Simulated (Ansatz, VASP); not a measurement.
**Ba7Al8P36O109 (glassy 62P2O5-14Al2O3-24BaO (mol %)) in two plane-wave programs**

One calculation is typed for both programs; each brings its own data sets. How far apart do they land? The cell is taken from a series of runs on this material, whose earlier steps may have relaxed, scaled, displaced or heated it; both programs get it as it stands.

Calculated with Ansatz 0.2.0; plane waves, with VASP 6.6.1 beside it; PBE.

## 1. Starting point

The cell holds 160 atoms: 36 P, 8 Al, 7 Ba and 109 O. Its edges and angles: a = 13.273 Å, b = 13.273 Å, c = 13.273 Å, α = 90.0°, β = 90.0°, γ = 90.0°. As first built, before any earlier steps moved the atoms or strained the cell (in the runner's words): 160 atoms (36 P, 8 Al, 7 Ba, 109 O) placed at random at 2.92 g/cm^3, melted at 4000 K for 10 ps at fixed volume with the Morse and Coulomb pair potential with partial charges (Pedone, Malavasi, Menziani, Cormack and Segre, J. Phys. Chem. B 110, 11780 (2006)). Quenched from 4000 K to 300 K at 300 K/ps and fixed volume, held 10 ps at zero pressure.

## 2. VASP: single point, PBE

A single point takes one fixed geometry, so differences don't come from the geometry; what else differs is listed under the comparison.

Lines of VASP's logs that name or quote its potential files are left out, and so is its time.

Input file INCAR:

```
SYSTEM = Ba7Al8P36O109
PREC = Accurate
ENCUT = 520
EDIFF = 1E-06
NELM = 120
ISMEAR = 0
SIGMA = 0.01
LREAL = Auto
ALGO = Normal
GGA = PE
NBANDS = 576
LORBIT = 11
LWAVE = .FALSE.
LCHARG = .FALSE.
ISIF = 2
LASPH = .TRUE.
GGA_COMPAT = .FALSE.
EFERMI = MIDGAP
```

Input file POSCAR:

```
Ba7Al8P36O109
1.0
   13.2729300000      0.0000000000      0.0000000000
    0.0000000000     13.2729300000      0.0000000000
    0.0000000000      0.0000000000     13.2729300000
P Al Ba O
36 8 7 109
Direct
    0.9496200000      0.7599000000      0.1770600000
    0.5102800000      0.3165100000      0.2216500000
    0.0384200000      0.8211000000      0.7338400000
    0.8587800000      0.6162200000      0.8896800000
    0.8752400000      0.2386400000      0.4687600000
    0.9312100000      0.0086700000      0.4566700000
    0.7556000000      0.4379400000      0.9945800000
    0.7130000000      0.9219800000      0.4973400000
    0.4836200000      0.9730400000      0.0280100000
    0.3782800000      0.3645300000      0.6210800000
    0.6105100000      0.1341200000      0.7286100000
    0.7704600000      0.0653800000      0.0499200000
    0.4462200000      0.2521200000      0.4287600000
    0.5780700000      0.7111400000      0.2364400000
    0.6918500000      0.1643600000      0.2316500000
    0.2262700000      0.8636700000      0.1903900000
    0.2424200000      0.1250800000      0.7182200000
    0.0454100000      0.7469500000      0.9597800000
    0.2823400000      0.5182400000      0.2065700000
    0.4256000000      0.0134000000      0.6597200000
    0.7321200000      0.8464700000      0.1298300000
    0.1312600000      0.1903700000      0.1890600000
    0.2937200000      0.2744700000      0.8904000000
    0.0406400000      0.9796900000      0.2513600000
    0.6608800000      0.2740200000      0.5412700000
    0.1578200000      0.5319200000      0.3997200000
    0.0890700000      0.3800800000      0.9368300000
    0.2259200000      0.1652300000      0.4858600000
    0.2001800000      0.9314400000      0.9763800000
    0.4119700000      0.8438400000      0.3248600000
[... 124 atom lines left out ...]
    0.8516600000      0.9624200000      0.8136400000
    0.1317500000      0.6708400000      0.9851900000
    0.3284900000      0.0472800000      0.7121800000
    0.0809400000      0.1923800000      0.0866100000
    0.3384300000      0.2184300000      0.9790300000
    0.6047900000      0.6028000000      0.7748400000
```

Input file KPOINTS:

```
Automatic mesh
0
Gamma
1 1 1
0 0 0
```

Potentials, in the order of the species: P, Al, Ba_sv and O (PBE family, release 64).

The run is started by

```console
$ export OMP_NUM_THREADS=3
$ mpirun -np 1 vasp_gam
```

Numbers of over 12 decimals in the logs are rounded to 6 here.

What it wrote:

```text
[banner, memory and clock lines left out]
running    1 mpi-ranks, on    1 nodes
[...]
Offloading initialized ...    1 GPUs detected
[...]
LDA part: xc-table for (Slater+PW92), standard interpolation
 POSCAR, INCAR and KPOINTS ok, starting setup
[...]
entering main loop
       N       E                     dE             d eps       ncg     rms          rms(c)
DAV:   1     0.931057131489E+04    0.93106E+04   -0.55287E+05  1176   0.158E+03
DAV:   2    -0.457903028461E+03   -0.97685E+04   -0.94571E+04  1416   0.388E+02
DAV:   3    -0.127811096749E+04   -0.82021E+03   -0.81405E+03  1360   0.121E+02
DAV:   4    -0.130051348613E+04   -0.22403E+02   -0.22287E+02  1432   0.198E+01
[...]
DAV:  19    -0.111885279240E+04    0.11663E-05   -0.13958E-05  1352   0.624E-03    0.990E-03
DAV:  20    -0.111885279115E+04    0.12521E-05   -0.21806E-06   952   0.534E-03    0.554E-03
DAV:  21    -0.111885279150E+04   -0.34809E-06   -0.29653E-06  1048   0.356E-03
   1 F= -.11188528E+04 E0= -.11188528E+04  d E =0.000000E+00
```

From OUTCAR (step 2):

```text
  FREE ENERGIE OF THE ION-ELECTRON SYSTEM (eV)
  ---------------------------------------------------
  free  energy   TOTEN  =     -1118.8527914991 eV

  energy  without entropy=    -1118.8527914991  energy(sigma->0) =    -1118.85279150

[... 1 further part left out ...]
```

Harder data sets than Ba_sv exist (the GW ones), and pressures, volumes and forces can shift noticeably with them.

## 3. Ansatz: single point, PBE

Ansatz runs on its default PAW (the set named soft_2) files.

The same cell, functional and mesh now go to Ansatz, which takes its cutoff from its data sets.

Input file input.yaml:

```yaml
crystal:
  lattice:
    - [13.27293, 0.0, 0.0]
    - [0.0, 13.27293, 0.0]
    - [0.0, 0.0, 13.27293]
  atoms:
    - { symbol: P, position: [0.94962, 0.7599, 0.17706] }
    - { symbol: P, position: [0.51028, 0.31651, 0.22165] }
    - { symbol: P, position: [0.03842, 0.8211, 0.73384] }
    - { symbol: P, position: [0.85878, 0.61622, 0.88968] }
    - { symbol: P, position: [0.87524, 0.23864, 0.46876] }
    - { symbol: P, position: [0.93121, 0.00867, 0.45667] }
    - { symbol: P, position: [0.7556, 0.43794, 0.99458] }
    - { symbol: P, position: [0.713, 0.92198, 0.49734] }
    - { symbol: P, position: [0.48362, 0.97304, 0.02801] }
    - { symbol: P, position: [0.37828, 0.36453, 0.62108] }
    - { symbol: P, position: [0.61051, 0.13412, 0.72861] }
    - { symbol: P, position: [0.77046, 0.06538, 0.04992] }
    - { symbol: P, position: [0.44622, 0.25212, 0.42876] }
    - { symbol: P, position: [0.57807, 0.71114, 0.23644] }
    - { symbol: P, position: [0.69185, 0.16436, 0.23165] }
    - { symbol: P, position: [0.22627, 0.86367, 0.19039] }
    - { symbol: P, position: [0.24242, 0.12508, 0.71822] }
    - { symbol: P, position: [0.04541, 0.74695, 0.95978] }
    - { symbol: P, position: [0.28234, 0.51824, 0.20657] }
    - { symbol: P, position: [0.4256, 0.0134, 0.65972] }
    - { symbol: P, position: [0.73212, 0.84647, 0.12983] }
    - { symbol: P, position: [0.13126, 0.19037, 0.18906] }
    - { symbol: P, position: [0.29372, 0.27447, 0.8904] }
    - { symbol: P, position: [0.04064, 0.97969, 0.25136] }
    - { symbol: P, position: [0.66088, 0.27402, 0.54127] }
    - { symbol: P, position: [0.15782, 0.53192, 0.39972] }
    - { symbol: P, position: [0.08907, 0.38008, 0.93683] }
    - { symbol: P, position: [0.22592, 0.16523, 0.48586] }
    - { symbol: P, position: [0.20018, 0.93144, 0.97638] }
    - { symbol: P, position: [0.41197, 0.84384, 0.32486] }
[... 124 atom lines left out ...]
    - { symbol: O, position: [0.85166, 0.96242, 0.81364] }
    - { symbol: O, position: [0.13175, 0.67084, 0.98519] }
    - { symbol: O, position: [0.32849, 0.04728, 0.71218] }
    - { symbol: O, position: [0.08094, 0.19238, 0.08661] }
    - { symbol: O, position: [0.33843, 0.21843, 0.97903] }
    - { symbol: O, position: [0.60479, 0.6028, 0.77484] }
kpoints:
  mp_grid: { grid: [1, 1, 1] }
hamiltonian:
  xc: pbe
scf:
  occupations: { method: fixed }
output:
  forces: true
```

The run is started by

```console
$ ansatz run input.yaml --threads 8 --pin off --max-ram 15872MiB --backend cpu --events-out ev --progress --plain --runs-dir out
```

What it wrote:

```text
Engine: ansatz 0.2.0, aarch64-unknown-linux-gnu
Pseudopotentials: kind: paw
Pseudopotential: P, paw, valence charge 5, recommended cutoff 420 eV (normal), P.paw.azcp
Pseudopotential: Al, paw, valence charge 3, recommended cutoff 420 eV (normal), Al.paw.azcp
Pseudopotential: Ba, paw, valence charge 10, recommended cutoff 420 eV (normal), Ba.paw.azcp
Pseudopotential: O, paw, valence charge 6, recommended cutoff 420 eV (normal), O.paw.azcp
Functional definition: PBE
  parameter kappa = 0.804
  parameter beta = 0.066725
  exchange = pbe_x(kappa = kappa, mu = beta*pi^2/3)
  correlation = pbe_c(beta = beta)
Crystal: 160 atoms, lattice volume = 2338.301 Å³
Basis set: ecut = 420 eV, 45769 PW (Γ), exchange–correlation on 180×180×180 points (8 copies of the dense FFT grid, shifted against one another)
Bands: 624, of which v1, the nominal top of the filled ones, is band 464 counted from 1 (463 counted from 0)
Symmetry: 1 space group operations
Space group: P1 (ITA 1), of the structure as read, at distance tolerance 1.3e-4 Å
k-points: 1
Non-local potential: P, projectors of the file, l = 0: 2, l = 1: 2, l = 2: 2
Non-local potential: Al, projectors of the file, l = 0: 2, l = 1: 2, l = 2: 1
Non-local potential: Ba, projectors of the file, l = 0: 3, l = 1: 2, l = 2: 2, l = 3: 2
Non-local potential: O, projectors of the file, l = 0: 2, l = 1: 2, l = 2: 1
PAW form: soft (Blöchl's): semilocal exchange-correlation on the pseudo side does not see the compensation charge
PAW one-centre angular grid: P, 110 points (default); XC on 64 Gauss nodes
PAW one-centre angular grid: Al, 110 points (default); XC on 64 Gauss nodes
PAW one-centre angular grid: Ba, 194 points (default); XC on 64 Gauss nodes
PAW one-centre angular grid: O, 110 points (default); XC on 64 Gauss nodes
Initial density: superposition of atomic densities (neutral atoms: chi_scale 0, normalization atom), corrected by the library's trained network
Initial wavefunctions: pseudopotential atomic-orbital guess
Functional: x = pbe(κ = 0.804, μ = 0.219515), c = pbe(β = 0.066725)
SCF iter   1: F=—  HF=-135070.202580 eV  |F-HF|=—  |Δ(HF+E_count)|=         —  Δρ=5.37e-3  dr2=1.20e0  ethr=1.77e-3  ⟨swp⟩=7.0  Hψ=2261  notcnv=0  defer=158
preconditioner: auto → Resta (q_TF=auto, 2.339 Å⁻¹)  ε∞=3.1  [insulator: Δε(μ)=1.922 eV  Ē_g=16.150 eV  n_scr=484 (ndim 8)  ℏωp=23.2 eV  f_vac=0.180  ε∞_Penn≈3.1]
SCF iter   2: F=—  HF=-135069.939374 eV  |F-HF|=—  |Δ(HF+E_count)|=   2.63e-1  Δρ=2.86e-3  dr2=2.50e-1  ethr=1.30e-4  ⟨swp⟩=4.0  Hψ=1035  notcnv=0  defer=158
SCF iter   3: F=—  HF=-135069.887164 eV  |F-HF|=—  |Δ(HF+E_count)|=   5.22e-2  Δρ=1.18e-3  dr2=7.70e-2  ethr=2.69e-5  ⟨swp⟩=3.0  Hψ=993  notcnv=0  defer=145
automatic band count: iteration 3 solves 611 bands in place of 624: the levels show a gap, and the empty bands left out lie too high to hold charge; the band table lists the bands solved (type scf.n_extra_bands for more)
SCF iter   4: F=—  HF=-135069.865121 eV  |F-HF|=—  |Δ(HF+E_count)|=   2.20e-2  Δρ=5.59e-4  dr2=8.04e-3  ethr=8.30e-6  ⟨swp⟩=4.0  Hψ=885  notcnv=0  defer=145
SCF iter   5: F=—  HF=-135069.864169 eV  |F-HF|=—  |Δ(HF+E_count)|=   9.52e-4  Δρ=3.07e-4  dr2=1.97e-3  ethr=8.66e-7  ⟨swp⟩=3.0  Hψ=1087  notcnv=0  defer=145
SCF iter   6: F=—  HF=-135069.863985 eV  |F-HF|=—  |Δ(HF+E_count)|=   1.85e-4  Δρ=8.80e-5  dr2=1.62e-4  ethr=2.12e-7  ⟨swp⟩=3.0  Hψ=879  notcnv=0  defer=145
SCF iter   7: F=—  HF=-135069.864039 eV  |F-HF|=—  |Δ(HF+E_count)|=   5.40e-5  Δρ=4.76e-5  dr2=4.86e-5  ethr=1.74e-8  ⟨swp⟩=3.0  Hψ=1066  notcnv=0  defer=145
SCF iter   8: F=—  HF=-135069.864416 eV  |F-HF|=—  |Δ(HF+E_count)|=   3.77e-4  Δρ=1.43e-5  dr2=5.22e-6  ethr=5.24e-9  ⟨swp⟩=3.0  Hψ=951  notcnv=0  defer=145
SCF iter   9: F=—  HF=-135069.864417 eV  |F-HF|=—  |Δ(HF+E_count)|=   1.53e-6  Δρ=6.58e-6  dr2=1.03e-6  ethr=5.63e-10  ⟨swp⟩=3.0  Hψ=911  notcnv=0  defer=145
SCF iter  10: F=—  HF=-135069.864417 eV  |F-HF|=—  |Δ(HF+E_count)|=   1.78e-7  Δρ=3.41e-6  dr2=2.52e-7  ethr=1.11e-10  ⟨swp⟩=3.0  Hψ=1034  notcnv=0  defer=145
SCF iter  11: F=-135069.864417 eV  HF=-135069.864417 eV  |F-HF|=3.09e-9  |Δ(HF+E_count)|=   1.61e-8  Δρ=1.02e-6  dr2=2.53e-8  ethr=1.08e-11  ⟨swp⟩=6.0  Hψ=1976  notcnv=0
SCF 1 converged in 11 iterations: F = -135069.864417 eV  dr2 = 2.53e-8
  greatest PAW one-centre occupation: 0.954 electrons in one spin orbital (limit 2), on the Ba atom at site 46 (counted from 0), in its partial waves of l = 0
SCF converged after 11 iterations
Free energy (F): -135069.864417 eV
Harris-Foulkes:  -135069.864417 eV  (|F-HF|=3.09e-9)
Internal energy: -135069.864417 eV  (E = F + TS)
E sigma→0 (E₀):  -135069.864417 eV
Fermi energy:    5.187223 eV
--- Per-component energies (eV) ---
  E_band       = -4824.294516
  E_kinetic    = 23621.691428
  E_local      = -70459.508311  (includes V_loc(G=0)·N_el)
  E_nonlocal   = 6809.838000
  E_hartree    = 26744.554463
[...]
E_vpaw       = -4543.922946  (= ΣTr[D̂ρ^β])
  E_aug_tail   = 0.276610  (compensation charges beyond the density's cutoff)
  E_ewald      = -31824.341249
  E_smearing   = -0.000000  (= −TS)
  E_closure    = -0.000000  (closes the sum)
  Σ components = -135069.864417   (vs F -135069.864417, Δ=0.00e0)
--- Forces (eV/Å), atoms counted from 1 ---
  atom   1  P      0.75888527    -1.04554493     2.18374802
  atom   2  P     -0.28324817    -4.45852141    -0.98363568
  atom   3  P     -0.56405429    -1.50211691    -1.94666189
  atom   4  P     -1.29379902     0.13041455     0.58219910
  atom   5  P      1.16674047     0.28147521     3.67262644
  atom   6  P     -0.76954581    -1.02307460     2.01025728
  atom   7  P     -0.24503739    -0.41564771    -1.08492670
  atom   8  P     -1.83653606    -2.49718189    -2.61032327
  atom   9  P      4.11220154     0.00105773    -1.91537080
  atom  10  P     -1.10426741    -1.94320849     2.27312979
  atom  11  P     -0.46691042     2.87639551     1.52679884
  atom  12  P      2.24875791    -1.84031045     1.36725476
  atom  13  P     -1.47354684    -1.01675596     3.00599636
  atom  14  P      1.70932999    -2.16365664    -0.95136468
  atom  15  P      0.82465990    -3.22132115     5.00486021
  atom  16  P     -1.38836115    -3.31542473     0.10516977
  atom  17  P     -1.73107086     0.50325576    -0.77881115
  atom  18  P     -1.00991175     3.04994148     0.77789820
  atom  19  P      5.15445113    -5.31831932     3.22663724
  atom  20  P      1.34690588    -1.49245304    -6.19714427
  atom  21  P      2.26729957     1.40145011    -1.03322624
  atom  22  P     -0.35911274    -2.17306332    -0.37888048
  atom  23  P     -0.70196388     0.84587351     3.22677933
  atom  24  P     -3.22524492     0.54093324    -4.90343114
[...]
atom 153  O     -0.30211622    -0.81638548     0.44165482
  atom 154  O      0.80457322    -0.41614156     1.35471783
  atom 155  O     -2.36299843     0.86182876     0.31357817
  atom 156  O     -2.29996254    -0.90375691    -0.30144348
  atom 157  O     -1.67921928    -0.60836361     3.31750018
  atom 158  O     -1.09209846     0.51571655    -0.57984344
  atom 159  O     -0.52529044     0.29200359    -2.17840354
  atom 160  O      0.41861128     1.17381291    -0.83208105
  max |Σ_I F_I| component: 6.00e-5 eV/Å
```

## 4. Differences

Known differences besides the potentials themselves: fixed occupations in Ansatz, narrow Gaussian smearing in VASP; the cutoff is 420 eV in Ansatz and 520 eV in VASP (PREC = Accurate, projectors in real space). Total energies have different zeros and are not compared.

Compared:

```csv
quantity,Ansatz,VASP,difference
gap on the k mesh (eV),0.958,0.906,+0.052
```

Forces on 8 of the 160 atoms, those with the largest forces and the largest differences (eV/Å; atoms numbered as in POSCAR):

```csv
atom,"Ansatz x, y, z","VASP x, y, z"
P15,"0.825, -3.221, 5.005","0.696, -3.161, 4.884"
P19,"5.154, -5.318, 3.227","4.967, -5.157, 3.139"
P20,"1.347, -1.492, -6.197","1.353, -1.470, -6.029"
P24,"-3.225, 0.541, -4.903","-3.167, 0.574, -4.756"
P34,"6.411, -0.093, -0.527","6.170, -0.145, -0.529"
O111,"-3.085, 2.717, -3.811","-2.990, 2.682, -3.715"
O112,"-2.376, -0.998, -1.235","-2.251, -0.775, -1.217"
O147,"1.644, 0.750, -5.260","1.614, 0.723, -5.131"
```

The forces differ by 60 meV/Å r.m.s., which is 4.0 % of the r.m.s. force of 1.528 eV/Å (both taken over all components). A gap on the mesh is an upper bound, since the band edges may lie between its points.

## 5. Summary of results

```json
{
  "r.m.s. force difference (single point, PBE)": "4.0 % of the r.m.s. force",
  "difference in gap on the k mesh (single point, PBE)": "0.052 eV"
}
```

**Reading.** The r.m.s. force difference is 4.0 % of the r.m.s. force (single point, PBE), beyond the 3 % picked in this series as the mark of a large difference. What causes the difference of the single point, PBE pair stays open here. Such differences can come from data sets, numerical settings and the points named under the comparisons, not from the functional's error against experiment.

[Lines on the potential files, build, host, timing and source positions are cut from VASP's logs without a mark.]

[Logs are printed without paths, hosts, clocks, repeated set-up lines and the standing remarks that a program may print on its own settings, such as how far it seeks lower states.]

[Hosts, paths, dates, database ids (printed as entryN), source tags and the programs' standing remarks are cut or masked in the printed files.]
